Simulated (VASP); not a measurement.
Method: PBEsol GGA, VASP's PBE PAW potentials (set 64) (plane waves; VASP).

VASP ran on this input.

### KPOINTS
```
Automatic mesh
0
Gamma
9 9 8
0 0 0
```

POSCAR:
```
SnO
1
    3.6035038550     0.0000000000     0.0000000000
    0.0000000000     3.6035038550     0.0000000000
    0.0000000000    -0.0000000000     4.1389909782
Sn O
2 2
Direct
  0.5000000000   0.0000000000   0.7161145130
  0.0000000000   0.5000000000   0.2838854870
  0.5000000000   0.5000000000   0.0000000000
  0.0000000000   0.0000000000   0.0000000000
```

INCAR:
```
SYSTEM = SnO
PREC = Accurate; ENCUT = 620; LREAL = .False.
LASPH = .True.
EDIFF = 1E-6; NELM = 100; ALGO = Normal
LMAXMIX = 4
ISMEAR = 1; SIGMA = 0.1
GGA = PS
IBRION = 2; NSW = 40; ISIF = 3
EDIFFG = -0.02; PSTRESS = 200
LWAVE = .False.; LCHARG = .False.
```

POTCAR, in this order: Sn_d O (PBE.64 set). Program: vasp_std.

Without a dispersion term in the relaxation, distances and binding between the weakly bound layers, chains or molecules are unreliable, and so is what depends on them. Unless said otherwise, spin-orbit coupling is left out, though it shifts the bands of the heavy elements here.

### Question
Estimate the energy per atom (σ→0), volume per atom, band gap (on the k-mesh).

### Answer

```
Quantity                                                     Value
------------------------  ----------------------------------------
energy per atom (σ→0)                               -5.885 eV/atom
band gap (on the k-mesh)  none (metal, semimetal or under 0.01 eV)
volume per atom                                      13.47 Å³/atom
```

OSZICAR:
```
...
   4 F= -.16812072E+02 E0= -.16812020E+02  d E =-.401750E-04
       N       E                     dE             d eps       ncg     rms          rms(c)
DAV:   1    -0.235391968529E+02   -0.48235E-02   -0.19011E-02  5424   0.148E+00    0.120E-01
DAV:   2    -0.235389667489E+02    0.23010E-03   -0.87319E-04  4848   0.356E-01    0.580E-02
DAV:   3    -0.235388968610E+02    0.69888E-04   -0.10266E-04  4736   0.212E-01    0.227E-02
DAV:   4    -0.235388851185E+02    0.11743E-04   -0.34210E-05  5512   0.821E-02    0.439E-03
DAV:   5    -0.235388845202E+02    0.59830E-06   -0.63234E-06  3936   0.371E-02
   5 F= -.16812152E+02 E0= -.16812106E+02  d E =-.119850E-03
```

The compound is SnO in the litharge structure. This run relaxes it under an external pressure of 20 GPa. Symmetry was kept, so distortions that lower it aren't found.
